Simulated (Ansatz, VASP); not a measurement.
# Nb (Niobium) in two plane-wave programs

One calculation is typed for both programs; each brings its own data sets and cutoff. How far apart do they land? The cell is taken from a series of VASP runs on this material, whose earlier steps may have relaxed, scaled or displaced it; both programs get it as it stands.

Main program and level: Ansatz 0.2.0; plane waves, with VASP 6.6.1 beside it; relaxation of cell and atoms at PBEsol with D3(BJ).

## 1. The starting structure

Symmetry: Im-3m, No. 229, cubic system. The conventional cell has a = 3.226 Å, b = 3.226 Å, c = 3.226 Å, α = 90.00°, β = 90.00°, γ = 90.00°. Nearest to Nb lie 8 Nb at 2.79 Å.

## 2. VASP: relaxation of cell and atoms, PBEsol with D3(BJ)

The relaxed volume is the usual yardstick between codes: its relative difference is about their pressure difference at one cell divided by the bulk modulus.

Lines of VASP's logs that name or quote its potential files are left out, and so is its time.

INCAR

```
SYSTEM = Nb
PREC = Accurate
ENCUT = 450
EDIFF = 1E-06
NELM = 100
ISMEAR = 1
SIGMA = 0.15
LREAL = .FALSE.
ALGO = Normal
GGA = PS
IVDW = 12
NBANDS = 12
LORBIT = 11
LWAVE = .FALSE.
LCHARG = .FALSE.
KPAR = 4
IBRION = 2
NSW = 50
ISIF = 3
EDIFFG = -0.006
```

POSCAR

```
Nb
1.0
   -1.6130682570      1.6130682570      1.6130682570
    1.6130682570     -1.6130682570      1.6130682570
    1.6130682570      1.6130682570     -1.6130682570
Nb
1
Direct
    0.0000000000      0.0000000000      0.0000000000
```

KPOINTS

```
Automatic mesh
0
Gamma
18 18 18
0 0 0
```

PAW data sets: Nb_sv (PBE family, release 64).

The run is started by

```console
> mpirun -np 4 vasp_std
```

Numbers of over 12 decimals in the logs are rounded to 6 here.

Log:

```text
[banner, memory and clock lines left out]
running    4 mpi-ranks, on    1 nodes
 distrk:  each k-point on    1 cores,    4 groups
 distr:  one band on    1 cores,    1 groups

 POSCAR found type information on POSCAR Nb
 POSCAR found :  1 types and       1 ions
|                                                                             |
|               ----> ADVICE to this user running VASP <----                  |
|                                                                             |
|     You enforced a specific xc type in the INCAR file but a different       |
|     [... a line on the potential file left out ...]
|     I HOPE YOU KNOW WHAT YOU ARE DOING!                                     |
|                                                                             |

 LDA part: xc-table for (Slater+PW92), standard interpolation
 POSCAR, INCAR and KPOINTS ok, starting setup
 FFT: planning ... GRIDC
 FFT: planning ... GRID_SOFT
 FFT: planning ... GRID
 WAVECAR not read
 entering main loop
       N       E                     dE             d eps       ncg     rms          rms(c)
DAV:   1     0.105938211546E+03    0.10594E+03   -0.67717E+03  4696   0.979E+02
DAV:   2    -0.739399071478E+01   -0.11333E+03   -0.10922E+03  5168   0.364E+02
DAV:   3    -0.111517326237E+02   -0.37577E+01   -0.36113E+01  6672   0.585E+01
DAV:   4    -0.113539842688E+02   -0.20225E+00   -0.20082E+00  6364   0.125E+01
DAV:   5    -0.113614258939E+02   -0.74416E-02   -0.74389E-02  6752   0.198E+00    0.833E+00
DAV:   6    -0.109743416901E+02    0.38708E+00   -0.57588E-01  7532   0.943E+00    0.300E+00
DAV:   7    -0.109274327786E+02    0.46909E-01   -0.18042E-01  7748   0.519E+00    0.931E-01
DAV:   8    -0.109320932684E+02   -0.46605E-02   -0.12408E-02  5532   0.144E+00    0.394E-02
DAV:   9    -0.109321363991E+02   -0.43131E-04   -0.84289E-04  7188   0.259E-01    0.380E-02
DAV:  10    -0.109321496124E+02   -0.13213E-04   -0.24915E-05  5644   0.564E-02    0.171E-02
DAV:  11    -0.109321437370E+02    0.58754E-05   -0.58744E-06  6336   0.385E-02    0.246E-03
DAV:  12    -0.109321436010E+02    0.13596E-06   -0.16083E-07  3316   0.583E-03
   1 F= -.11739760E+02 E0= -.11739694E+02  d E =-.117398E+02
 curvature:   0.00 expect dE= 0.000E+00 dE for cont linesearch  0.000E+00
 trial: gam= 0.00000 g(F)=  0.190E-62 g(S)=  0.470E-04 ort = 0.000E+00 (trialstep = 0.100E+01)
 search vector abs. value=  0.470E-04
 bond charge predicted
       N       E                     dE             d eps       ncg     rms          rms(c)
DAV:   1    -0.109309465350E+02    0.11972E-02   -0.26540E-02  6316   0.228E+00    0.263E-01
DAV:   2    -0.109300530065E+02    0.89353E-03   -0.19807E-03  6660   0.577E-01    0.745E-02
DAV:   3    -0.109299490102E+02    0.10400E-03   -0.73228E-04  8340   0.270E-01    0.470E-02
DAV:   4    -0.109299730289E+02   -0.24019E-04   -0.17400E-05  6180   0.424E-02    0.232E-02
DAV:   5    -0.109299947554E+02   -0.21726E-04   -0.51396E-05  7716   0.487E-02    0.102E-02
DAV:   6    -0.109299953128E+02   -0.55744E-06   -0.14554E-06  4460   0.150E-02
   2 F= -.11739735E+02 E0= -.11739670E+02  d E =0.241759E-04
 trial-energy change:    0.000024  1 .order    0.000025   -0.000047    0.000096
 step:   0.3282(harm=  0.3282)  dis= 0.00000  next Energy=   -11.739767 (dE=-0.771E-05)
 bond charge predicted
       N       E                     dE             d eps       ncg     rms          rms(c)
DAV:   1    -0.109318798951E+02   -0.18851E-02   -0.11914E-02  6252   0.153E+00    0.175E-01
DAV:   2    -0.109314882952E+02    0.39160E-03   -0.89797E-04  6604   0.389E-01    0.498E-02
DAV:   3    -0.109314410628E+02    0.47232E-04   -0.33397E-04  8368   0.182E-01    0.317E-02
DAV:   4    -0.109314479967E+02   -0.69340E-05   -0.76084E-06  6104   0.284E-02    0.159E-02
DAV:   5    -0.109314552732E+02   -0.72764E-05   -0.23336E-05  7716   0.329E-02    0.682E-03
DAV:   6    -0.109314545205E+02    0.75266E-06   -0.63169E-07  3588   0.102E-02
   3 F= -.11739767E+02 E0= -.11739702E+02  d E =-.720289E-05
 curvature:  -0.16 expect dE=-0.165E-08 dE for cont linesearch -0.165E-08
 trial: gam= 0.00000 g(F)=  0.340E-62 g(S)=  0.101E-07 ort =-0.688E-06 (trialstep = 0.866E+00)
 search vector abs. value=  0.102E-07
 reached required accuracy - stopping structural energy minimisation
```

From OUTCAR (step 2):

```text
ion  position               nearest neighbor table
   1  0.000  0.000  0.000-

  LATTYP: Found a body centered cubic cell.
 ALAT       =     3.2261365140

 Subroutine GETGRP returns: Found 48 space group operations
 (whereof 48 operations were pure point group operations)

The static configuration has the point symmetry O_h .

 Found    195 irreducible k-points:

   k-points           NKPTS =    195   k-points in BZ     NKDIM =    195   number of bands    NBANDS=     12

   dimension x,y,z NGX =    20 NGY =   20 NGZ =   20
   dimension x,y,z NGXF=    40 NGYF=   40 NGZF=   40

   ENCUT  =  450.0 eV  33.07 Ry    5.75 a.u.   4.83  4.83  4.83*2*pi/ulx,y,z

   NELECT =      13.0000    total number of electrons

 k-points in reciprocal lattice and weights: Automatic mesh
   0.00000000  0.00000000  0.00000000       0.000
   0.05555556  0.00000000  0.00000000       0.002
   0.11111111  0.00000000  0.00000000       0.002
   0.16666667  0.00000000  0.00000000       0.002
   0.22222222  0.00000000  0.00000000       0.002
   0.27777778  0.00000000  0.00000000       0.002
   0.33333333  0.00000000  0.00000000       0.002
   0.38888889  0.00000000  0.00000000       0.002
   0.44444444  0.00000000  0.00000000       0.002
[...]
0.50000000  0.50000000  0.44444444       0.002
   0.50000000  0.50000000  0.50000000       0.000

 Edisp (eV)   -0.80974

 average (electrostatic) potential at core
       1 -75.3966

 E-fermi :  12.0648

 k-point     1 :       0.0000    0.0000    0.0000
  band No.  band energies     occupation
      1     -42.1229      2.00000
      2     -17.2668      2.00000
      3     -17.2668      2.00000
      4     -17.2668      2.00000
      5       5.9842      2.00000
      6      12.4083     -0.00561
      7      12.4083     -0.00561
      8      12.4083     -0.00561
      9      15.5585      0.00000
     10      15.5585      0.00000
    ...

 k-point     2 :       0.0556    0.0000    0.0000
  band No.  band energies     occupation
      1     -42.1133      2.00000
      2     -17.3230      2.00000
      3     -17.2835      2.00000
      4     -17.2674      2.00000
      5       6.1241      2.00000
      6      12.3195     -0.03725
      7      12.3878     -0.00944
      8      12.5430     -0.00006
      9      15.4150      0.00000
     10      15.5574      0.00000
    ...

 k-point     3 :       0.1111    0.0000    0.0000
  band No.  band energies     occupation
    ...
      2     -17.4829      2.00000
      3     -17.3315      2.00000
      4     -17.2690      2.00000
      5       6.5228      2.00000
      6      12.0747      0.88819
      7      12.3018     -0.04794
      8      12.9418     -0.00000
      9      15.1138      0.00000
     10      15.5623      0.00000
     11      26.8951      0.00000
    ...

 Edisp (eV)   -0.80831

  Total       0.00026     0.00026     0.00026     0.00000     0.00000     0.00000
  in kB       0.02519     0.02519     0.02519     0.00000     0.00000     0.00000
  external pressure =        0.03 kB  Pullay stress =        0.00 kB

  energy-cutoff  :      450.00
  volume of cell :       16.77
      direct lattice vectors                 reciprocal lattice vectors
    -1.612608230  1.612608230  1.612608230     0.000000000  0.310056709  0.310056709
     1.612608230 -1.612608230  1.612608230     0.310056709  0.000000000  0.310056709
     1.612608230  1.612608230 -1.612608230     0.310056709  0.310056709  0.000000000

 POSITION                                       TOTAL-FORCE (eV/Angst)
 -----------------------------------------------------------------------------------
      0.00000      0.00000      0.00000        -0.000000      0.000000     -0.000000
 -----------------------------------------------------------------------------------
    total drift:                                0.000000      0.000000      0.000000

  FREE ENERGIE OF THE ION-ELECTRON SYSTEM (eV)
  ---------------------------------------------------
  free  energy   TOTEN  =       -11.7397668534 eV

  energy  without entropy=      -11.7395711978  energy(sigma->0) =      -11.73970163

 reached required accuracy - stopping structural energy minimisation

 total charge
# of ion       s       p       d       tot
------------------------------------------
    1        2.234   6.003   2.606  10.843

[... 3 further parts left out ...]
```

CONTCAR:

```
Nb
   1.00000000000000
    -1.6126082299760280    1.6126082299760280    1.6126082299760280
     1.6126082299760280   -1.6126082299760280    1.6126082299760280
     1.6126082299760280    1.6126082299760280   -1.6126082299760280
  Nb
     1
Direct
     0.0000000000000000    0.0000000000000000    0.0000000000000000
```

Dispersion corrections of this kind ignore metallic screening and tend to overbind metals.

## 3. Ansatz: relaxation of cell and atoms, PBEsol with D3(BJ)

Ansatz runs on its default PAW (the set named soft_2) files.

The same cell, functional, mesh and smearing now go to Ansatz, which takes its cutoff from its data sets.

input.yaml

```yaml
crystal:
  lattice:
    - [-1.613068257, 1.613068257, 1.613068257]
    - [1.613068257, -1.613068257, 1.613068257]
    - [1.613068257, 1.613068257, -1.613068257]
  atoms:
    - { symbol: Nb, position: [0.0, 0.0, 0.0] }
hamiltonian:
  xc: pbesol
  pseudopotentials: { kind: paw }
  dispersion: d3bj
kpoints:
  mp_grid: { grid: [18, 18, 18] }
scf:
  occupations: { method: methfessel_paxton, width: 0.15 }
relax:
  f_tol: 0.01
  max_steps: 60
  cell: { stress_tol: 0.05 }
output:
  forces: true
  stress: true
  write_density: true
  write_potential: true
  elf: true
  volumetric_format: npy
```

The run is started by

```console
> ansatz run input.yaml --threads 4 --pin off --max-ram 9216MiB --backend cpu --events-out ev --progress --plain --runs-dir out
```

Log:

```text
Engine: ansatz 0.2.0, aarch64-unknown-linux-gnu
Pseudopotentials: kind: paw
Pseudopotential: Nb, paw, valence charge 13, recommended cutoff 420 eV (normal), Nb.paw.azcp
Functional definition: PBEsol
  exchange = pbesol_x
  correlation = pbesol_c
Crystal: 1 atoms, lattice volume = 16.789 Å³
Basis set: ecut = 420 eV, 321 PW (Γ), exchange–correlation on 40×40×40 points (8 copies of the dense FFT grid, shifted against one another)
Bands: 11, of which v1, the nominal top of the filled ones, is band 7 counted from 1 (6 counted from 0)
Symmetry: 48 space group operations
Space group: Im-3m (ITA 229), of the structure as read, at distance tolerance 2.6e-5 Å
k-points: 195 of 5832
Non-local potential: Nb, projectors of the file, l = 0: 3, l = 1: 2, l = 2: 2, l = 3: 1
PAW form: soft (Blöchl's): semilocal exchange-correlation on the pseudo side does not see the compensation charge
PAW frozen core: Nb, regenerated for the run's functional, and the local potential with it (the file was generated under x = pbe(κ = 0.804, μ = 0.219515), c = pbe(β = 0.066725))
PAW one-centre angular grid: Nb, 590 points (default); XC on 64 Gauss nodes
Initial density: superposition of atomic densities (neutral atoms: chi_scale 0, normalization atom), corrected by the library's trained network
Initial wavefunctions: pseudopotential atomic-orbital guess
Functional: x = pbesol(κ = 0.804, μ = 0.123457), c = pbesol(β = 0.046)
SCF iter   1: F=—  HF=-4496.243808 eV  |F-HF|=—  |Δ(HF+E_count)|=         —  Δρ=6.47e-3  dr2=5.29e-3  ethr=1.77e-3  ⟨swp⟩=5.0  Hψ=12132  notcnv=0
preconditioner: auto → none  [metal: Δε(μ)=0.019 eV  Ē_g=8.161 eV  σ=0.150 eV  W_gap=0.11  n_scr=0 (ndim 8)  ℏωp=20.3 eV  f_vac=0.000  D(μ)=1.53/eV (n_scr^D=18)]
SCF iter   2: F=—  HF=-4496.241953 eV  |F-HF|=—  |Δ(HF+E_count)|=   1.85e-3  S|Δr|=    0.00e0  Δρ=2.19e-3  dr2=2.84e-4  ethr=4.07e-5  ⟨swp⟩=2.2  Hψ=4518  notcnv=0
SCF iter   3: F=—  HF=-4496.241907 eV  |F-HF|=—  |Δ(HF+E_count)|=   4.60e-5  S|Δr|=    0.00e0  Δρ=7.37e-4  dr2=3.00e-5  ethr=2.19e-6  ⟨swp⟩=1.0  Hψ=2099  notcnv=0
SCF iter   4: F=—  HF=-4496.241905 eV  |F-HF|=—  |Δ(HF+E_count)|=   2.70e-6  S|Δr|=    0.00e0  Δρ=3.51e-5  dr2=8.04e-8  ethr=7.69e-10  ⟨swp⟩=7.0  Hψ=11887  notcnv=0
SCF iter   5: F=-4496.241905 eV  HF=-4496.241905 eV  |F-HF|=3.64e-11  |Δ(HF+E_count)|=   2.67e-8  S|Δr|=    0.00e0  Δρ=2.91e-6  dr2=4.86e-10  ethr=6.18e-10  ⟨swp⟩=5.7  Hψ=10321  notcnv=0
SCF 1 converged in 5 iterations: F = -4496.241905 eV  dr2 = 4.86e-10
  greatest PAW one-centre occupation: 0.998 electrons in one spin orbital (limit 2), on the Nb atom at site 0 (counted from 0), in its partial waves of l = 0
relax step   1: F+E_penalty+E_count = -4496.24190455 eV  Δ(F+E_penalty+E_count) = +0.000e0 eV  max|allowed force component| = 0.000e0 eV/Å  Δτ_max = 0.0000 Å  P = +0.439 GPa  Ω = 16.789 Å³  (5 SCF iters, dr2 threshold 1.00e-7 eV, accepted)
[...]
relax step   2: F+E_penalty+E_count = -4496.24175903 eV  Δ(F+E_penalty+E_count) = +1.455e-4 eV  max|allowed force component| = 0.000e0 eV/Å  Δτ_max = 0.0000 Å  P = -0.807 GPa  Ω = 16.899 Å³  energy of the carried Pulay correction = -1.634e-5 eV  (3 SCF iters, dr2 threshold 1.00e-7 eV, rejected (line search))
[...]
relax step   3: F+E_penalty+E_count = -4496.24195163 eV  Δ(F+E_penalty+E_count) = -4.708e-5 eV  max|allowed force component| = 0.000e0 eV/Å  Δτ_max = 0.0000 Å  P = -0.002 GPa  Ω = 16.828 Å³  energy of the carried Pulay correction = -5.747e-6 eV  (5 SCF iters, accepted)
[...]
relax step   4: F+E_penalty+E_count = -4496.24195713 eV  Δ(F+E_penalty+E_count) = -5.496e-6 eV  max|allowed force component| = 0.000e0 eV/Å  Δτ_max = 0.0000 Å  P = -0.002 GPa  Ω = 16.828 Å³  stress off target by 2.30e-3 GPa  SCF on the basis re-selected at this cell (its energy is not comparable with the rows above)  (3 SCF iters)
basis re-selected at this cell: Δ(F+E_penalty+E_count) = -5.496e-6 eV, ΔP = +0.000 GPa vs the last step (what re-selecting the basis moved, of the pressure what is left beyond the Pulay correction that the steps carried, after the strain that the cell walked since its last selection, with what the two solves' SCF thresholds leave and, on support functions, any second-order correction that the steps lacked; it is no measure of the basis error at this ecutwfc). This SCF's stress stands 2.30e-3 GPa from its target on what of the cell is left free (relax.cell.stress_tol is 5.00e-2 GPa) and its largest allowed force component is 0.00e0 eV/Å (relax.f_tol is 1.00e-2 eV/Å): [rest of the remark cut]
SCF converged after 3 iterations
Stability not checked: this state was not tested for a lower state beside it, because cold or Methfessel-Paxton smearing, or corrected tetrahedra, fill the levels in a way that the test cannot read (fill_not_monotonic; see scf.lower_state_search)
Free energy (F): -4496.241957 eV
Harris-Foulkes:  -4496.241957 eV  (|F-HF|=9.09e-13)
Internal energy: -4496.241748 eV  (E = F + TS)
E sigma→0 (E₀):  -4496.241905 eV
Entropy (-TS):   -0.000210 eV (-0.210 meV/atom)
Fermi energy:    19.079650 eV
--- Per-component energies (eV) ---
  E_band       = -49.529857
  E_kinetic    = 397.890168
  E_local      = -654.760499  (includes V_loc(G=0)·N_el)
  E_nonlocal   = 122.090881
  E_hartree    = 204.211949
  E_xc         = -175.488063
  E_vxc        = -213.845772  (∫ρ·V_xc dr)
  E_paw        = -3018.051857  (= ΣΔE_a)
  E_vpaw       = -109.328559  (= ΣTr[D̂ρ^β])
  E_aug_tail   = 0.000006  (compensation charges beyond the density's cutoff)
  E_ewald      = -1371.517052
  E_disp       = -0.805990  (pairwise vdW)
  E_core_change = 0.188709  (= ΣΔE_core)
  E_smearing   = -0.000210  (= −TS)
  E_closure    = -0.000000  (closes the sum)
  Σ components = -4496.241957   (vs F -4496.241957, Δ=0.00e0)
--- Forces (eV/Å), atoms counted from 1 ---
  atom   1  Nb     0.00000000     0.00000000    -0.00000000
  max |Σ_I F_I| component: 2.98e-32 eV/Å
--- Stress (GPa, compression-positive) ---
       -0.002297      -0.000000       0.000000
        0.000000      -0.002297       0.000000
        0.000000      -0.000000      -0.002297
  P = ⅓ Tr σ = -0.0023 GPa (-0.023 kbar)
--- Band table (eV; the first three rows and the last of 195) ---
  k-point 0: bands = [... 3 lower, -10.2528, 13.0392, 19.4186, 19.4186, 19.4186, 22.5600, 22.5600, 33.3731]
  k-point 1: bands = [... 3 lower, -10.2534, 13.1783, 19.3303, 19.3985, 19.5528, 22.4173, 22.5590, 33.4932]
  k-point 2: bands = [... 3 lower, -10.2550, 13.5741, 19.0871, 19.3131, 19.9502, 22.1175, 22.5636, 33.7967]
  k-point 194: bands = [... 3 lower, -11.3963, 14.9285, 14.9285, 25.2014, 25.2014, 25.2014, 28.7231, 28.7231]
--- Relaxed structure (3 steps of the walk, 2 accepted, 1 SCFs on fresh bases) ---
  F+E_penalty+E_count = -4496.24195713 eV   max|allowed force component| = 0.000e0 eV/Å   (the final SCF, on the basis selected at the relaxed cell)
  cell:  # Å, volume = 16.8276 Å³
    - [-1.614311, 1.614311, 1.614311]
    - [1.614311, -1.614311, 1.614311]
    - [1.614311, 1.614311, -1.614311]
  atoms:
    - { symbol: Nb, position: [0.0, 0.0, 0.0] }
```

It took 2.9 s on 4 threads of Arm Neoverse V1, shared host; peak memory 0.24 GiB.

## 4. Side by side

Known differences besides the potentials themselves: both relaxations stop at a tolerance, which leaves soft axes loose, and VASP keeps its plane-wave basis; the cutoff is 420 eV in Ansatz and 450 eV in VASP; Ansatz makes its cores anew for this functional, VASP keeps those of its PBE data sets; VASP leaves aspherical gradient terms in its spheres out (LASPH is not set), Ansatz keeps them; Ansatz adds a Pulay correction to the stress that steers its cell, VASP none. Total energies have different zeros and are not compared.

Both answers:

| quantity | Ansatz | VASP | difference |
| --- | --- | --- | --- |
| volume (Å³) | 16.83 | 16.77 | +0.32 % |
| edge a after relaxation, in the typed setting (Å) | 2.796 | 2.793 | +0.11 % |

The walks stopped with 0.00 GPa left in Ansatz and 0.00 GPa in VASP; each walk ends within a tolerance, so the volume difference is uncertain by about these residues over the bulk modulus, most in soft cells.

## 5. What came out

| Property | Result |
| --- | --- |
| difference in volume (relaxation of cell and atoms, PBEsol with D3(BJ)) | 0.32 % |

In words: The difference in volume is 0.32 % (relaxation of cell and atoms, PBEsol with D3(BJ)), within the 1.2 % picked in this series as the mark of a large difference, as far as the stopping tolerances let one tell. Such differences can come from data sets, numerical settings and the points named under the comparisons, not from the functional's error against experiment.

[Lines on the potential files, build, host, timing and source positions are cut from VASP's logs without a mark.]

[Logs are printed without paths, hosts, clocks, repeated set-up lines and the standing remarks that a program may print on its own settings, such as how far it seeks lower states.]

[Hosts, paths, dates, database ids (printed as entryN), source tags and the programs' standing remarks are cut or masked in the printed files.]
